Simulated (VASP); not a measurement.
Given:

```
CELL_PARAMETERS angstrom
      0.00000     2.83330     2.83330
      2.83330     0.00000     2.83330
      2.83330     2.83330     0.00000
ATOMIC_POSITIONS crystal
  Ca 0.00000 0.00000 0.00000
```

All values below come from PBE GGA, VASP's PBE PAW potentials (set 64) (plane waves; VASP). Run with 300 eV cut-off, 10×10×10 Γ-centred mesh, Gaussian smearing of 0.27 eV, potentials Ca_sv.

At this cut-off the stress carries a Pulay error, which pulls relaxed volumes low.

Give the stress tensor in GPa (positive for a compressed cell).

```
-1.29   0.00   0.00
 0.00  -1.29   0.00
 0.00   0.00  -1.29
```
The pressure is its mean diagonal, -1.29 GPa.

The structure comes from a computed database's Ca entry; how it stands against other phases isn't given here. The cell was not relaxed at this level.
